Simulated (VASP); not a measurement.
Input for VASP

File KPOINTS:
```
Automatic mesh
0
G
 12 12 12
```

**POSCAR**
```
Ba
1
   -2.0591658143     2.0591658143     2.0591658143
    2.0591658143    -2.0591658143     2.0591658143
    2.0591658143     2.0591658143    -2.0591658143
Ba
1
Direct
  0.0000000000   0.0000000000   0.0000000000
```

**INCAR**
```
SYSTEM  =  Ba
PREC  =  Accurate; ENCUT  =  500; LREAL  =  .FALSE.
LASPH  =  .TRUE.
EDIFF  =  1E-6; NELM  =  100; ALGO  =  Normal
LMAXMIX  =  4
ISMEAR  =  1; SIGMA  =  0.1
GGA  =  PS
IBRION  =  2; NSW  =  40; ISIF  =  3
EDIFFG  =  -0.02; PSTRESS  =  100
LWAVE  =  .FALSE.; LCHARG  =  .FALSE.
```

POTCAR, in this order: Ba_sv (PBE.64 set). Program: vasp_std.

Q: Write an equivalent input for Ansatz.

A: One equivalent input (not run):
Ansatz 0.2 input:
```yaml
crystal:
  lattice:
    - [-2.0591658, 2.0591658, 2.0591658]
    - [2.0591658, -2.0591658, 2.0591658]
    - [2.0591658, 2.0591658, -2.0591658]
  atoms:
    - { symbol: Ba, position: [0.0000000, 0.0000000, 0.0000000] }
kpoints:
  mp_grid: { grid: [12, 12, 12] }
hamiltonian:
  xc: pbesol
  pseudopotentials: { kind: paw }
scf:
  occupations: { method: methfessel_paxton, width: 0.1 }
  max_iter: 100
relax:
  max_steps: 40
  f_tol: 0.02
  cell: { p_target: 10 }
output: { forces: true, stress: true, eigenvalues: true }
```
Limits of the translation: each code has its own PAW files, so the cut-off isn't converted (ENCUT is set for VASP's; basis.ecutwfc is left out, and Ansatz then takes the one that its files recommend); Ansatz stops its SCF on the density residual and VASP on the energy change (EDIFF).

The compound is Ba in the bcc structure. It was relaxed first under an external pressure of 10 GPa.
